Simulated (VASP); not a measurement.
Method: HSE06 screened hybrid, VASP's PBE PAW potentials (set 64) (plane waves; VASP).

VASP ran on this input.

### KPOINTS
```
Automatic mesh
0
Gamma
1 1 1
0 0 0
```

### POSCAR
```
C63
7.1465550
  1.0000000222   0.0000000000   0.0000000000
  0.0000000000   1.0000000222   0.0000000000
  0.0000000000   0.0000000000   1.0000000222
C
63
Cartesian
  0.5000121787   0.9995538600   0.9994124600
  0.6254836303   0.1233068452   0.1226845178
  0.7495387913   0.2501198825   0.9987684267
  0.8747902344   0.3736644786   0.1246768148
  0.7505167657   0.9995063367   0.2488813205
  0.8767515870   0.1233105586   0.3739316449
  0.9999817720   0.9994645307   0.9994223837
  0.1249637553   0.1250132894   0.1244264751
  0.2504636848   0.2501076799   0.0001294716
  0.3763934019   0.3752602771   0.1260593650
  0.5000100496   0.4993964323   0.9994412074
  0.6235088428   0.6235824179   0.1261573578
  0.7495242698   0.7487632267   0.0002317981
  0.8749711907   0.8739335696   0.1244822843
  0.2493491214   0.9994106990   0.2487930168
  0.3746782793   0.1229899217   0.3741287314
  0.5005625424   0.2480098641   0.2505365544
  0.6314231744   0.3587786016   0.3680789381
  0.7444782200   0.4991813613   0.2549708965
  0.8732824795   0.6235678584   0.3759357210
  0.5000015280   0.9993798777   0.4994143154
  0.6252825517   0.1229735227   0.6246644174
  0.7488919099   0.2480048681   0.4988667495
  0.8733915589   0.3752697365   0.6230488976
  0.7506563300   0.9993970225   0.7500216297
  0.8750315583   0.1250172254   0.8744320462
  0.0000142631   0.4994374220   0.9994470023
  0.1250708617   0.6252934178   0.1245461243
  0.2504363127   0.7487983473   0.9985977995
  0.3744619969   0.8757340733   0.1225379928
  0.0007279993   0.2501657486   0.2499089725
  0.1266236572   0.3752977205   0.3758609275
  0.2552991064   0.4997670507   0.2547158820
  0.3680995147   0.6402764806   0.3674833197
  0.4992787124   0.7508886657   0.2504346292
  0.6252091360   0.8757785602   0.3742306993
  0.9999967442   0.9995437904   0.4993644861
  0.1232511245   0.1232821044   0.6248505713
  0.2511161031   0.2480353641   0.5000125627
  0.3685993162   0.3587724101   0.6308216730
  0.6319269416   0.6401913944   0.6313475482
  0.7489427078   0.7508788996   0.5001476176
  0.8768886588   0.8756853983   0.6248765167
  0.2494572234   0.9994439882   0.7499296534
  0.3745209662   0.1232667458   0.8761351784
  0.4994914399   0.2479992168   0.7482998051
  0.6236496349   0.3752807640   0.8727922599
  0.7447103024   0.4997446022   0.7441407773
  0.8749365087   0.6253278992   0.8743274682
  0.9992016516   0.7488143657   0.2499270041
  0.1231483819   0.8756840826   0.3739189410
  0.9999709597   0.4994138676   0.4994278431
  0.1267432476   0.6235488752   0.6229376908
  0.2510535819   0.7508041883   0.4986385024
  0.3748184446   0.8757529464   0.6246219691
  0.9993389080   0.2501383989   0.7489702059
  0.1252388419   0.3736347885   0.8742442097
  0.2555554883   0.4991386604   0.7439248575
  0.3765277299   0.6235684366   0.8727329218
  0.5007311920   0.7508796859   0.7484377992
  0.6255176439   0.8756657107   0.8762838648
  0.0007886947   0.7488102762   0.7489366490
  0.1250313164   0.8739454972   0.8743913777
```

INCAR:
```
AEXX=0.25
ALGO=Normal
EDIFF=1E-5
ENCUT=400
GGA=PE
HFSCREEN=0.2
ISIF=0
ISMEAR=0
ISYM=0
LASPH=.TRUE.
LCHARG=.FALSE.
LHFCALC=.TRUE.
LREAL=Auto
LWAVE=.FALSE.
NELM=50
NELMIN=4
PREC=Normal
PRECFOCK=Fast
SIGMA=0.05
SYSTEM=C63
```

POTCAR, in this order: C (PBE.64 set). Program: vasp_gam. Read from the step before: WAVECAR.

Output of the run:

**OSZICAR**
```
       N       E                     dE             d eps       ncg     rms          rms(c)
DAV:   1    -0.654030134143E+03   -0.65403E+03   -0.84673E+00   316   0.805E+00    0.403E+00
DAV:   2    -0.654050813961E+03   -0.20680E-01   -0.12680E-01   346   0.899E-01    0.242E+00
DAV:   3    -0.654032861618E+03    0.17952E-01   -0.22326E-02   352   0.382E-01    0.132E+00
DAV:   4    -0.654027619546E+03    0.52421E-02   -0.53661E-03   352   0.206E-01    0.713E-01
DAV:   5    -0.654026260790E+03    0.13588E-02   -0.30337E-03   346   0.122E-01    0.377E-01
DAV:   6    -0.654025810346E+03    0.45044E-03   -0.49846E-04   360   0.755E-02    0.211E-01
DAV:   7    -0.654025695237E+03    0.11511E-03   -0.98758E-04   362   0.621E-02    0.112E-01
DAV:   8    -0.654025676300E+03    0.18937E-04   -0.15797E-04   352   0.385E-02    0.666E-02
DAV:   9    -0.654025646846E+03    0.29454E-04   -0.41165E-04   328   0.404E-02    0.372E-02
DAV:  10    -0.654025666657E+03   -0.19812E-04   -0.88818E-05   314   0.214E-02    0.306E-02
DAV:  11    -0.654025645902E+03    0.20756E-04   -0.17181E-04   312   0.299E-02    0.125E-02
DAV:  12    -0.654025663841E+03   -0.17939E-04   -0.68561E-05   210   0.122E-02    0.205E-02
DAV:  13    -0.654025650121E+03    0.13720E-04   -0.62304E-05   274   0.216E-02    0.362E-03
DAV:  14    -0.654025660947E+03   -0.10826E-04   -0.55398E-05   200   0.863E-03    0.151E-02
DAV:  15    -0.654025653657E+03    0.72897E-05   -0.19443E-05   240   0.152E-02
   1 F= -.65402565E+03 E0= -.65402565E+03  d E =-.287916E-16
```

OUTCAR:
```
------------------------ aborting loop because EDIFF is reached ----------------------------------------
  volume of cell :      365.00
      direct lattice vectors                 reciprocal lattice vectors
     7.146555159  0.000000000  0.000000000     0.139927556  0.000000000  0.000000000
     0.000000000  7.146555159  0.000000000     0.000000000  0.139927556  0.000000000
     0.000000000  0.000000000  7.146555159     0.000000000  0.000000000  0.139927556
 POSITION                                       TOTAL-FORCE (eV/Angst)
 -----------------------------------------------------------------------------------
      3.57336      7.14337      7.14236        -0.002550     -0.016907     -0.004944
      4.47005      0.88122      0.87677        -0.031217      0.008400      0.023610
      5.35662      1.78750      7.13775         0.018008     -0.018085     -0.025673
      6.25174      2.67041      0.89101        -0.028819     -0.019652      0.026621
      5.36361      7.14303      1.77864         0.009142     -0.010022      0.000428
      6.26575      0.88125      2.67232        -0.026071      0.008675      0.025768
      7.14642      7.14273      7.14243         0.003816     -0.003154     -0.000495
      0.89306      0.89341      0.88922         0.019515      0.002554      0.016394
      1.78995      1.78741      0.00093        -0.004927     -0.022964      0.012358
      2.68992      2.68182      0.90089         0.024094     -0.004138      0.003130
      3.57335      3.56896      7.14256         0.001601      0.001886     -0.004688
      4.45594      4.45647      0.90159        -0.018349      0.010945     -0.004535
      5.35652      5.35108      0.00166         0.016497      0.026434      0.013885
      6.25303      6.24561      0.88962        -0.023616      0.005052      0.014869
      1.78199      7.14234      1.77801         0.005435      0.006793      0.001823
      2.67766      0.87895      2.67373         0.032793      0.007811      0.026603
      3.57730      1.77242      1.79047         0.005601     -0.049338     -0.060601
      4.51250      2.56403      2.63050        -0.091494     -0.163412      0.067990
      5.32045      3.56743      1.82216         0.065274      0.045977     -0.061169
      6.24096      4.45636      2.68665        -0.001733      0.024428      0.015879
      3.57329      7.14212      3.56909        -0.004598      0.001739     -0.004153
      4.46862      0.87884      4.46420        -0.018043      0.007005     -0.013081
      5.35200      1.77238      3.56518         0.072981     -0.053328     -0.001211
      6.24174      2.68189      4.45265        -0.010493     -0.007066     -0.025088
      5.36461      7.14225      5.36007        -0.004020      0.003262     -0.001278
      6.25346      0.89344      6.24918        -0.019689     -0.000798     -0.008746
      0.00010      3.56926      7.14260        -0.003247      0.008989     -0.006394
      0.89383      4.46869      0.89008         0.042660      0.029379      0.033861
      1.78976      5.35133      7.13653        -0.005019      0.019624     -0.002773
      2.67611      6.25848      0.87572         0.030714     -0.020865      0.028549
      0.00520      1.78782      1.78599         0.009395     -0.028474     -0.013839
      0.90492      2.68209      2.68611         0.009134     -0.005836      0.013521
      1.82451      3.57161      1.82034        -0.056809     -0.057804     -0.051284
      2.63064      4.57577      2.62624         0.105712      0.146835      0.098448
      3.56812      5.36627      1.78974         0.007956      0.059723     -0.063287
      4.46809      6.25880      2.67446        -0.021632     -0.000162      0.014375
      7.14653      7.14329      3.56874         0.003525     -0.014834      0.006304
      0.88082      0.88104      4.46553         0.025942      0.010031     -0.014494
      1.79462      1.77260      3.57337        -0.070461     -0.060211     -0.010051
      2.63422      2.56399      4.50820         0.091935     -0.165057     -0.070302
      4.51610      4.57516      4.51196        -0.113559      0.175309     -0.103062
      5.35236      5.36620      3.57433         0.070879      0.046156     -0.007525
      6.26673      6.25813      4.46571        -0.035830     -0.008240     -0.014853
      1.78276      7.14258      5.35941        -0.001872     -0.001292     -0.000936
      2.67653      0.88093      6.26135         0.031490      0.016412     -0.021489
      3.56964      1.77234      5.34777        -0.010402     -0.053915      0.063542
      4.45695      2.68196      6.23746        -0.030049     -0.009855      0.001040
      5.32211      3.57145      5.31804         0.065744     -0.052153      0.056831
      6.25278      4.46894      6.24843        -0.043313      0.013779     -0.029792
      7.14085      5.35144      1.78612        -0.016475      0.010821     -0.015636
      0.88009      6.25812      2.67223         0.025168     -0.010822      0.020618
      7.14635      3.56909      3.56919         0.008366     -0.001656      0.004288
      0.90578      4.45623      4.45186        -0.008617      0.019444     -0.020003
      1.79417      5.36566      3.56355        -0.068401      0.072036      0.032420
      2.67866      6.25862      4.46390         0.012136     -0.006700     -0.015072
      7.14183      1.78763      5.35256        -0.020455     -0.027979      0.007662
      0.89503      2.67020      6.24783         0.026896     -0.021189     -0.032204
      1.82634      3.56712      5.31650        -0.066709      0.056322      0.064469
      2.69088      4.45637      6.23703         0.008452      0.017485      0.000911
      3.57850      5.36620      5.34875        -0.003665      0.041550      0.051262
      4.47030      6.25799      6.26241        -0.023265     -0.005887     -0.030469
      0.00564      5.35141      5.35232         0.021558      0.016593      0.011704
      0.89354      6.24570      6.24889         0.012980      0.000348     -0.020034
 -----------------------------------------------------------------------------------
    total drift:                               -0.013568      0.001447      0.031353
  FREE ENERGIE OF THE ION-ELECTRON SYSTEM (eV)
  ---------------------------------------------------
  free  energy   TOTEN  =      -654.0256536569 eV

  energy  without entropy=     -654.0256536569  energy(sigma->0) =     -654.02565366

  exchange ACFDT corr.  =         0.00000000  see jH, gK, PRB 81, 115126
```
(Selected blocks of OUTCAR.)

The supercell is sampled at Γ alone, which is coarse: total energies, pressure and levels can be off, energies of defects by several tenths of an eV.

The cell is a supercell with a defect, built from C (diamond): vac_C. The cell's shape comes from a PBE relaxation. The run is not spin-polarised, so no state with unpaired spins was tried.
